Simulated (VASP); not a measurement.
VASP runs on Li$_{2}$Se (antifluorite) share one base input (PBE GGA, plane waves, VASP's PBE PAW potentials (set 64)) and change the settings named in each case.

### POSCAR
```
Li2Se
1.0
  0.0000000000   3.0600000000   3.0600000000
  3.0600000000   0.0000000000   3.0600000000
  3.0600000000   3.0600000000   0.0000000000
Li Se
2 1
direct
  0.2500000000   0.2500000000   0.2500000000
  0.7500000000   0.7500000000   0.7500000000
  0.0000000000   0.0000000000   0.0000000000
```

File KPOINTS:
```
Automatic mesh
0
Gamma
6 6 6
0 0 0
```

### INCAR
```
! general
SYSTEM =Li2Se
PREC   =Accurate
ENCUT  =520   ! plane-wave cut-off (eV)
LREAL  =.False.
LASPH  =.True.   ! aspherical one-centre terms

! electronic loop
EDIFF  =1E-6
NELM   =100
ALGO   =Normal   ! blocked Davidson
LMAXMIX=4

! smearing
ISMEAR =0
SIGMA  =0.05

! functional
GGA    =PE   ! PBE

! ions
ISIF   =2   ! forces and stress, cell fixed

! output
LWAVE  =.False.
LCHARG =.False.
```

POTCAR, in this order: Li_sv Se (PBE.64 set). Program: vasp_std.

| change | pressure (GPa) | electronic steps |
|---|---|---|
| base run | -1.71 | 13 |
| EDIFF = 1E-2 | -1.06 | 8 |
| EDIFF = 1E-3 | -1.60 | 9 |
| EDIFF = 1E-4 | -1.72 | 11 |
| EDIFF = 1E-5 | -1.72 | 11 |
| EDIFF = 1E-8 | -1.72 | 16 |

Left out are runs that ran out of time, are held back, or changed the cell or the kind of run, fixed moments of cells without a moment, rows past the twelfth, gaps on odd meshes, pressures of charged cells and columns that move by less than the noise.

The compound is Li2Se in the antifluorite structure. The cell was not relaxed at this level.
